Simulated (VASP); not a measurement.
# Driving VASP from ASE on As2Ru (Anduoite)

Do ASE scripts that read As2Ru (Anduoite) from different structure formats give one answer, and do several routes find one equilibrium volume? All runs use LDA. Left out of this account: 1 further run (self-consistent run: a reference on another mesh). The start is a cell from a database of measured crystal structures.

Method: LDA; plane waves and PAW (As, Ru_pv), in VASP 6.6.1.

Report form: the programs' logs are mostly left out.

## 1. The structure

The structure is orthorhombic, space group Pnnm (No. 58). Conventional cell: a = 5.428 Å, b = 6.183 Å, c = 2.969 Å, α = 90.00°, β = 90.00°, γ = 90.00°. As has 3 Ru at 2.45 to 2.47 Å and 1 As at 2.48 Å nearest. Nearest to Ru lie 6 As at 2.45 to 2.47 Å. Farther neighbours are not listed.

Coordinates:

```cif
data_structure
_symmetry_space_group_name_H-M 'Pnnm'
_symmetry_Int_Tables_number 58
_cell_length_a 5.4279
_cell_length_b 6.1834
_cell_length_c 2.9685
_cell_angle_alpha 90.000
_cell_angle_beta 90.000
_cell_angle_gamma 90.000
_cell_volume 99.63
loop_
_atom_site_label
_atom_site_type_symbol
_atom_site_symmetry_multiplicity
_atom_site_Wyckoff_symbol
_atom_site_fract_x
_atom_site_fract_y
_atom_site_fract_z
_atom_site_occupancy
As1 As 4 g 0.17000 0.36660 0.00000 1
Ru1 Ru 2 a 0.00000 0.00000 0.00000 1
```

## 2. Total energy, forces and stress (LDA, through ASE)

A single point through ASE, with the structure read from a POSCAR.

run.py reads:

```python
import numpy as np
from ase.calculators.vasp import Vasp
from ase.io import read
from ase.dft.bandgap import bandgap

atoms = read('structure.vasp')

calc = Vasp(
    xc='lda',
    pp='LDA',
    prec='Accurate',
    encut=400,
    ediff=1e-06,
    nelm=100,
    ismear=-1,
    sigma=0.05,
    lreal=False,
    algo='Normal',
    nbands=30,
    lasph=True,
    lorbit=11,
    lwave=False,
    lcharg=False,
    kpar=4,
    isif=2,
    pp_version='64',
    setups={'As': '', 'Ru': '_pv'},
    kpts=(5, 4, 8),
    gamma=True,
    txt='vasp.out',
)
atoms.calc = calc

print("energy (eV):", round(atoms.get_potential_energy(), 6))
print("Fermi level (eV):", round(calc.get_fermi_level(), 4))
print("forces (eV/A):")
print(np.round(atoms.get_forces(), 4))
print("stress (GPa, Voigt, tension positive):", np.round(atoms.get_stress() * 160.21766, 3))
gap, p1, p2 = bandgap(calc, direct=False)
print("gap on the mesh (eV):", round(gap, 4))
```

structure.vasp reads:

```
As2Ru
1.0
    5.4279000000      0.0000000000      0.0000000000
    0.0000000000      6.1834000000      0.0000000000
    0.0000000000      0.0000000000      2.9685000000
As Ru
4 2
Direct
    0.1700000000      0.3666000000      0.0000000000
    0.8300000000      0.6334000000      0.0000000000
    0.6700000000      0.1334000000      0.5000000000
    0.3300000000      0.8666000000      0.5000000000
    0.0000000000      0.0000000000      0.0000000000
    0.5000000000      0.5000000000      0.5000000000
```

The projector-augmented-wave data sets are As and Ru_pv (LDA family, release 64).

Started as:

```bash
$ export ASE_VASP_COMMAND="mpirun -np 4 vasp_std"
$ python run.py
```

Wall time 14 s (4 MPI ranks of AMD EPYC 9R45, shared host); peak memory 0.7 GiB.

The gap is read on the k-mesh alone, so it is an upper bound where the band edges lie off the mesh. At this level the cell is under a tension of 3.5 GPa, so at these settings it is away from equilibrium.

This step gave:

```
electronic steps               : 13
electrons                      : 48
bands                          : 30
irreducible k points           : 45
symmetry operations            : 8
free energy (TOTEN)            : -45.52 eV
energy at zero smearing        : -45.52 eV
Fermi energy                   : 7.978 eV
pressure                       : -3.548 GPa
metallic                       : no
valence top at k               : 0, 0.5, 0.5
conduction bottom at k         : 0, 0, 0.25
least direct gap at k          : 0, 0.25, 0.25
gap on the k-mesh              : 0.4715 eV
least direct gap on the k-mesh : 0.7708 eV
```

Force by atom:

| atom | x (eV/Å) | y (eV/Å) | z (eV/Å) | size |
| --- | --- | --- | --- | --- |
| As1 | 0.130 | -0.188 | 0.000 | 0.228 |
| As2 | -0.130 | 0.188 | 0.000 | 0.228 |
| As3 | 0.130 | 0.188 | 0.000 | 0.228 |
| As4 | -0.130 | -0.188 | 0.000 | 0.228 |
| Ru5 | 0.000 | 0.000 | 0.000 | 0.000 |
| Ru6 | 0.000 | 0.000 | 0.000 | 0.000 |

The pressure is -3.55 GPa and the largest force 0.228 eV/Å, so the cell is not at a minimum at these settings.

## 3. Self-consistent run (LDA, through ASE)

The single point through ASE, with the structure read from a CIF with its space group. The mesh changes to 4×4×8, so this is no clean test of the format.

Edit run.py of step 2 so:

```diff
@@ -5,3 +5,3 @@
 
-atoms = read('structure.vasp')
+atoms = read('As2Ru.cif')
 
@@ -27,3 +27,3 @@
     setups={'As': '', 'Ru': '_pv'},
-    kpts=(5, 4, 8),
+    kpts=(4, 4, 8),
     gamma=True,
```

As2Ru.cif reads:

```cif
data_As2Ru
_cell_length_a 5.42790000
_cell_length_b 6.18340000
_cell_length_c 2.96850000
_cell_angle_alpha 90.00000000
_cell_angle_beta 90.00000000
_cell_angle_gamma 90.00000000
_space_group_name_H-M_alt 'Pnnm'
_space_group_name_Hall '-P 2 2n'
_space_group_IT_number 58
loop_
_space_group_symop_operation_xyz
'x,y,z'
'-x,-y,-z'
'-x,-y,z'
'x,y,-z'
'x+1/2,-y+1/2,-z+1/2'
'-x+1/2,y+1/2,z+1/2'
'-x+1/2,y+1/2,-z+1/2'
'x+1/2,-y+1/2,z+1/2'
loop_
_atom_site_label
_atom_site_type_symbol
_atom_site_symmetry_multiplicity
_atom_site_Wyckoff_symbol
_atom_site_fract_x
_atom_site_fract_y
_atom_site_fract_z
_atom_site_occupancy
As1 As 4 g 0.1700000000 0.3666000000 0.0000000000 1
Ru1 Ru 2 a 0.0000000000 0.0000000000 0.0000000000 1
```

Run time: 12 s. Hardware: 4 MPI ranks; peak memory 0.71 GiB.

A gap read on the k-mesh alone can miss the band edges.

Numbers from this step:

```yaml
fermi_energy: 7.992 eV
pressure: -3.547 GPa
valence_top_at_k: 0.5, 0.5, 0.125
gap_on_the_k_mesh: 0.4622 eV
least_direct_gap_on_the_k_mesh: 0.7707 eV
```

Force by atom:

| atom | x (eV/Å) | y (eV/Å) | z (eV/Å) | size |
| --- | --- | --- | --- | --- |
| As1 | 0.131 | -0.190 | 0.000 | 0.230 |
| As2 | -0.131 | 0.190 | 0.000 | 0.230 |
| As3 | 0.131 | 0.190 | 0.000 | 0.230 |
| As4 | -0.131 | -0.190 | 0.000 | 0.230 |
| Ru5 | 0.000 | 0.000 | 0.000 | 0.000 |
| Ru6 | 0.000 | 0.000 | 0.000 | 0.000 |

The energy lies +0.35 meV an atom from the first script, on another mesh.

## 4. Full relaxation (LDA, through ASE)

The start need not lie at this functional's minimum. ISIF = 3 frees volume, shape and positions, and EDIFFG sets the threshold on forces and stress at which the search stops.

Edit run.py of step 3 so:

```diff
@@ -3,3 +3,2 @@
 from ase.io import read
-from ase.dft.bandgap import bandgap
 
@@ -24,6 +23,9 @@
     kpar=4,
-    isif=2,
+    ibrion=2,
+    nsw=60,
+    isif=3,
+    ediffg=-0.01,
     pp_version='64',
     setups={'As': '', 'Ru': '_pv'},
-    kpts=(4, 4, 8),
+    kpts=(5, 4, 8),
     gamma=True,
@@ -38,3 +40,5 @@
 print("stress (GPa, Voigt, tension positive):", np.round(atoms.get_stress() * 160.21766, 3))
-gap, p1, p2 = bandgap(calc, direct=False)
-print("gap on the mesh (eV):", round(gap, 4))
+print("cell (A, degrees):", np.round(atoms.cell.cellpar(), 4))
+print("volume (A^3):", round(atoms.get_volume(), 4))
+print("positions:")
+print(np.round(atoms.get_scaled_positions(), 5))
```

As2Ru.cif reads:

```cif
data_As2Ru
_cell_length_a 5.42790000
_cell_length_b 6.18340000
_cell_length_c 2.96850000
_cell_angle_alpha 90.00000000
_cell_angle_beta 90.00000000
_cell_angle_gamma 90.00000000
_space_group_name_H-M_alt 'P1'
_space_group_name_Hall 'P 1'
_space_group_IT_number 1
loop_
_space_group_symop_operation_xyz
'x,y,z'
loop_
_atom_site_label
_atom_site_type_symbol
_atom_site_symmetry_multiplicity
_atom_site_Wyckoff_symbol
_atom_site_fract_x
_atom_site_fract_y
_atom_site_fract_z
_atom_site_occupancy
As1 As 1 a 0.1700000000 0.3666000000 0.0000000000 1
As2 As 1 a 0.8300000000 0.6334000000 0.0000000000 1
As3 As 1 a 0.6700000000 0.1334000000 0.5000000000 1
As4 As 1 a 0.3300000000 0.8666000000 0.5000000000 1
Ru1 Ru 1 a 0.0000000000 0.0000000000 0.0000000000 1
Ru2 Ru 1 a 0.5000000000 0.5000000000 0.5000000000 1
```

Wall time 53 s (4 MPI ranks); peak memory 0.71 GiB.

The run keeps the 8 symmetry operations of its start, so it cannot find a distortion of lower symmetry.

Step by step:

| step | energy less that of the first step (eV) | largest force (eV/Å) | pressure (GPa) | volume (Å³) |
| --- | --- | --- | --- | --- |
| 1 | 0.0000 | 0.2281 | -3.55 | 99.63 |
| 2 | 0.0454 | 0.1168 | 7.08 | 94.42 |
| 3 | -0.0255 | 0.1396 | 0.13 | 97.63 |
| 4 | -0.0255 | 0.1379 | 0.23 | 97.59 |
| 5 | -0.0277 | 0.0231 | 0.09 | 97.66 |
| 6 | -0.0277 | 0.0114 | 0.05 | 97.67 |
| 7 | -0.0278 | 0.0116 | -0.05 | 97.74 |
| 8 | -0.0278 | 0.0048 | -0.02 | 97.71 |

| conventional cell, symmetrised | before | after | change |
| --- | --- | --- | --- |
| a (Å) | 5.428 | 5.400 | -0.5 % |
| b (Å) | 6.183 | 6.133 | -0.8 % |
| c (Å) | 2.969 | 2.950 | -0.6 % |
| volume (Å³/atom) | 16.61 | 16.29 | -1.9 % |

The atoms that moved most (Å, as changes of fractional coordinates times the final cell):

| atom | dx | dy | dz | length |
| --- | --- | --- | --- | --- |
| As2 | -0.005 | 0.010 | 0.000 | 0.012 |
| As4 | -0.005 | -0.010 | 0.000 | 0.012 |
| As1 | 0.005 | -0.010 | 0.000 | 0.012 |
| As3 | 0.005 | 0.010 | 0.000 | 0.012 |

Final coordinates:

```
As Ru
1.0
     5.40029    0.00000    0.00000
     0.00000    6.13326    0.00000
     0.00000    0.00000    2.95012
As Ru
4 2
Cartesian
  0.9230 2.2380 0.0000
  4.4773 3.8953 0.0000
  3.6231 0.8287 1.4751
  1.7772 5.3046 1.4751
  0.0000 0.0000 0.0000
  2.7001 3.0666 1.4751
```

This step gave:

* free energy (TOTEN): -45.55 eV
* energy at zero smearing: -45.55 eV
* Fermi energy: 8.234 eV
* pressure: -0.02469 GPa
* valence top at k: 0, 0.5, 0.5
* SCF cycles over all ionic steps: 58
* gap on the k-mesh: 0.4798 eV
* least direct gap on the k-mesh: 0.7976 eV

It ends with a largest force of 0.005 eV/Å and a pressure of -0.02 GPa.

## 5. Equation of state by an ASE loop (LDA)

An ASE loop scales the volume and fits the energies, which gives the bulk modulus from energies alone.

run.py reads:

```python
import numpy as np
from ase.calculators.vasp import Vasp
from ase.io import read
from ase.eos import EquationOfState
from ase.units import GPa

atoms = read('As2Ru.cif')

calc = Vasp(
    xc='lda',
    pp='LDA',
    prec='Accurate',
    encut=400,
    ediff=1e-06,
    nelm=100,
    ismear=-1,
    sigma=0.05,
    lreal=False,
    algo='Normal',
    nbands=30,
    lasph=True,
    lorbit=11,
    lwave=False,
    lcharg=False,
    kpar=4,
    isif=2,
    pp_version='64',
    setups={'As': '', 'Ru': '_pv'},
    kpts=(5, 4, 8),
    gamma=True,
    txt='vasp.out',
)
atoms.calc = calc

cell, volumes, energies = atoms.get_cell(), [], []
for x in [0.94, 0.96, 0.98, 1.0, 1.02, 1.04, 1.06]:
    atoms.set_cell(cell * x ** (1 / 3), scale_atoms=True)
    volumes.append(atoms.get_volume())
    energies.append(atoms.get_potential_energy())
    print(f"{x:.2f}  V = {volumes[-1]:.4f} A^3  E = {energies[-1]:.6f} eV")
v0, e0, b0 = EquationOfState(volumes, energies, eos="birchmurnaghan").fit()
print(f"V0 = {v0:.4f} A^3  E0 = {e0:.6f} eV  B0 = {b0 / GPa:.2f} GPa")
```

As2Ru.cif is that of step 4.

It took 90 s on 4 MPI ranks; peak memory 0.72 GiB.

Numbers from this step:

```yaml
bulk_modulus: 183.8 GPa
equilibrium_volume_of_the_fit: 16.30 Å³/atom
```

The fitted volume lies +0.10 % from the relaxed one.

## 6. BFGS in ASE (LDA)

Here ASE drives the relaxation and calls VASP for forces and stress at each step.

run.py reads:

```python
import numpy as np
from ase.calculators.vasp import Vasp
from ase import Atoms
from ase.optimize import BFGS
from ase.filters import FrechetCellFilter

atoms = Atoms(['As', 'As', 'As', 'As', 'Ru', 'Ru'],
              cell=[[5.4279, 0.0, 0.0], [0.0, 6.1834, 0.0], [0.0, 0.0, 2.9685]],
              scaled_positions=[[0.17, 0.3666, 0.0], [0.83, 0.6334, 0.0], [0.67, 0.1334, 0.5], [0.33, 0.8666, 0.5], [0.0, 0.0, 0.0], [0.5, 0.5, 0.5]],
              pbc=True)

calc = Vasp(
    xc='lda',
    pp='LDA',
    prec='Accurate',
    encut=400,
    ediff=1e-06,
    nelm=100,
    ismear=-1,
    sigma=0.05,
    lreal=False,
    algo='Normal',
    nbands=30,
    lasph=True,
    lorbit=11,
    lwave=False,
    lcharg=False,
    kpar=4,
    isif=2,
    pp_version='64',
    setups={'As': '', 'Ru': '_pv'},
    kpts=(5, 4, 8),
    gamma=True,
    txt='vasp.out',
)
atoms.calc = calc

BFGS(FrechetCellFilter(atoms)).run(fmax=0.02, steps=30)
print("cell (A, degrees):", np.round(atoms.cell.cellpar(), 4))
print("volume (A^3):", round(atoms.get_volume(), 4))
print("energy (eV):", round(atoms.get_potential_energy(), 6))
print("Fermi level (eV):", round(calc.get_fermi_level(), 4))
print("forces (eV/A):")
print(np.round(atoms.get_forces(), 4))
print("stress (GPa, Voigt, tension positive):", np.round(atoms.get_stress() * 160.21766, 3))
```

Run time: 63 s. Hardware: 4 MPI ranks; peak memory 0.7 GiB; 3.8 min of CPU time.

Numbers from this step:

| Item | Value |
| --- | --- |
| optimizer steps | 4 |
| volume after bfgs | 16.28 Å³/atom |

## 7. Self-consistent run (LDA, through ASE), changed input

A single point gives energy, forces and stress at these settings. Some settings are moved from the usual, to see what they do.

Edit run.py of step 6 so:

```diff
@@ -3,4 +3,3 @@
 from ase import Atoms
-from ase.optimize import BFGS
-from ase.filters import FrechetCellFilter
+from ase.dft.bandgap import bandgap
 
@@ -15,3 +14,3 @@
     prec='Accurate',
-    encut=400,
+    encut=700,
     ediff=1e-06,
@@ -22,3 +21,3 @@
     algo='Normal',
-    nbands=30,
+    nbands=48,
     lasph=True,
@@ -37,5 +36,2 @@
 
-BFGS(FrechetCellFilter(atoms)).run(fmax=0.02, steps=30)
-print("cell (A, degrees):", np.round(atoms.cell.cellpar(), 4))
-print("volume (A^3):", round(atoms.get_volume(), 4))
 print("energy (eV):", round(atoms.get_potential_energy(), 6))
@@ -45 +41,3 @@
 print("stress (GPa, Voigt, tension positive):", np.round(atoms.get_stress() * 160.21766, 3))
+gap, p1, p2 = bandgap(calc, direct=False)
+print("gap on the mesh (eV):", round(gap, 4))
```

Wall time 45 s (4 MPI ranks); peak memory 1.4 GiB; 2.7 min of CPU time.

Empty bands beyond the smearing tail don't enter the ground state, so NBANDS mostly costs time. At this level the cell is under a tension of 3.3 GPa, so at these settings it is away from equilibrium.

This step gave:

```yaml
electronic_steps: 12
bands: 48
free_energy_toten: -45.53 eV
energy_at_zero_smearing: -45.53 eV
fermi_energy: 7.977 eV
pressure: -3.321 GPa
gap_on_the_k_mesh: 0.4714 eV
least_direct_gap_on_the_k_mesh: 0.7709 eV
```

Force by atom:

| atom | x (eV/Å) | y (eV/Å) | z (eV/Å) | size |
| --- | --- | --- | --- | --- |
| As1 | 0.129 | -0.187 | 0.000 | 0.228 |
| As2 | -0.129 | 0.187 | 0.000 | 0.228 |
| As3 | 0.129 | 0.187 | 0.000 | 0.228 |
| As4 | -0.129 | -0.187 | 0.000 | 0.228 |
| Ru5 | 0.000 | 0.000 | 0.000 | 0.000 |
| Ru6 | 0.000 | 0.000 | 0.000 | 0.000 |

The pressure is -3.32 GPa and the largest force 0.228 eV/Å, so the cell is not at a minimum at these settings.

## 8. The runs together

| run | atoms | mesh | energy (eV/atom) | pressure (GPa) |
| --- | --- | --- | --- | --- |
| ASE, structure read from a POSCAR | 6 | 5×4×8 | -7.58708 | -3.548 |
| ASE, structure read from a CIF with its space group | 6 | 4×4×8 | -7.58673 | -3.547 |

## 9. Outcome

```json
{"energy, ASE, structure read from a POSCAR": "-7.58708 eV/atom", "energy, ASE, structure read from a CIF with its space group": "-7.58673 eV/atom", "volume from VASP's own relaxation": "16.29 Å³/atom", "volume from the fit of the ASE volume loop": "16.30 Å³/atom", "volume from BFGS in ASE": "16.28 Å³/atom"}
```

**Reading.** With the structure read from a CIF with its space group, ASE's run differs from the first script by +0.4 meV an atom, which comes from its other mesh. The routes to the equilibrium volume agree within 0.11 %. VASP's relaxation keeps the plane waves of its start, while ASE starts VASP afresh at each cell, and a loop at fixed shape can't relax anything but the volume.

[Lines on the potential files, build, host, timing and source positions are cut from VASP's logs without a mark.]

[Logs are printed without paths, hosts, clocks, repeated set-up lines and the standing remarks that a program may print on its own settings, such as how far it seeks lower states.]

[Hosts, paths, dates, database ids (printed as entryN), source tags and the programs' standing remarks are cut or masked in the printed files.]

[A measured line is paired with the nearest computed mode of its activity, which favours agreement.]
